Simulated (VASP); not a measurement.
A convergence study with VASP on SnTe (space group no. 225 when undisturbed): one setting is varied, all else stays as given below, so the limit is that of these other settings. One atom is moved off its site, so that forces are finite.

```
SnTe
1.0
    0.00000     3.14420     3.14420
    3.14420     0.00000     3.14420
    3.14420     3.14420     0.00000
Sn Te
1 1
Direct
  0.00795   0.00795   0.99205
  0.50000   0.50000   0.50000
```

Computed with PBEsol GGA, VASP's PBE PAW potentials (set 64) (plane waves; VASP). The tightest run used: 720 eV cut-off, 7×7×7 Γ-centred mesh, Fermi-Dirac smearing of 0.010 eV, potentials Sn_d Te.

Unless said otherwise, spin-orbit coupling is left out, though it shifts the bands of the heavy elements here. Gaps are read on the run's mesh, which can miss a band edge.

Problem. The settings run are ENCUT = 105; ENCUT = 120; ENCUT = 135; ENCUT = 150; ENCUT = 165; ENCUT = 180; ENCUT = 210; ENCUT = 240; ENCUT = 270; ENCUT = 330; ENCUT = 360; ENCUT = 405; ENCUT = 450; ENCUT = 525; ENCUT = 600; ENCUT = 720. From which on does the energy per atom stay within 0.005 eV/atom of the tightest run?

Solution. From ENCUT = 240 on: it is off by 0.0017 there and by no more than 0.005 in any finer run, while ENCUT = 210 is off by 0.0155.
| setting | E (eV/atom) | pressure (GPa) | largest force (eV/Å) | gap on the mesh (eV) | plane waves | difference judged (eV/atom) |
|---|---|---|---|---|---|---|
| ENCUT = 105 | 30.6955 | -916.12 | 0.044 | 0.725 | 169 | 34.8680 |
| ENCUT = 120 | 9.2019 | -444.47 | 0.008 | 0.713 | 193 | 13.3745 |
| ENCUT = 135 | 0.5212 | -209.58 | 0.036 | 0.679 | 231 | 4.6938 |
| ENCUT = 150 | -2.3666 | -103.56 | 0.004 | 0.671 | 271 | 1.8060 |
| ENCUT = 165 | -3.5453 | -49.71 | 0.006 | 0.674 | 307 | 0.6272 |
| ENCUT = 180 | -3.9575 | -24.08 | 0.009 | 0.674 | 348 | 0.2150 |
| ENCUT = 210 | -4.1571 | -4.39 | 0.011 | 0.677 | 444 | 0.0155 |
| ENCUT = 240 | -4.1708 | -0.41 | 0.010 | 0.677 | 536 | 0.0017 |
| ENCUT = 270 | -4.1715 | -0.08 | 0.010 | 0.677 | 637 | 0.0011 |
| ENCUT = 330 | -4.1713 | -0.30 | 0.009 | 0.677 | 869 | 0.0012 |
| ENCUT = 360 | -4.1717 | -0.20 | 0.010 | 0.677 | 978 | 0.0009 |
| ENCUT = 405 | -4.1723 | -0.06 | 0.010 | 0.677 | 1173 | 0.0003 |
| ENCUT = 450 | -4.1723 | -0.04 | 0.010 | 0.677 | 1363 | 0.0002 |
| ENCUT = 525 | -4.1724 | -0.07 | 0.010 | 0.677 | 1721 | 0.0002 |
| ENCUT = 600 | -4.1725 | -0.05 | 0.010 | 0.677 | 2089 | 0.0000 |
| ENCUT = 720 | -4.1726 | -0.04 | 0.010 | 0.677 | 2738 | 0.0000 |

Left out are rungs that failed or repeat a setting and relaxations that didn't move; long series are thinned to 24 rows.

The structure is a typed SnTe crystal (space group no. 225). The cell was not relaxed at this level, it is distorted from the ideal structure.
